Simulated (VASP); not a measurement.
```
CELL_PARAMETERS angstrom
      3.49451     0.00000     0.00000
     -1.74725     3.02633     0.00000
      0.00000     0.00000     5.79365
ATOMIC_POSITIONS crystal
  Al 0.33333 0.66667 0.00160
  Al 0.66667 0.33333 0.50160
  P  0.33333 0.66667 0.37340
  P  0.66667 0.33333 0.87340
```

Level of theory: PBEsol GGA, VASP's PBE PAW potentials (set 64) (plane waves; VASP). Numerical set-up: 500 eV cut-off, 7×7×4 Γ-centred mesh, Gaussian smearing of 0.050 eV, potentials Al P.

Predict the energy per atom (σ→0), pressure.

| Item | Value |
|---|---|
| energy per atom (σ→0) | -4.924 eV/atom |
| pressure | 44.99 GPa |

The structure was generated: AlP was put into the wurtzite type (P6_3mc), which need not be its known phase. It was relaxed first under an external pressure of 45 GPa.
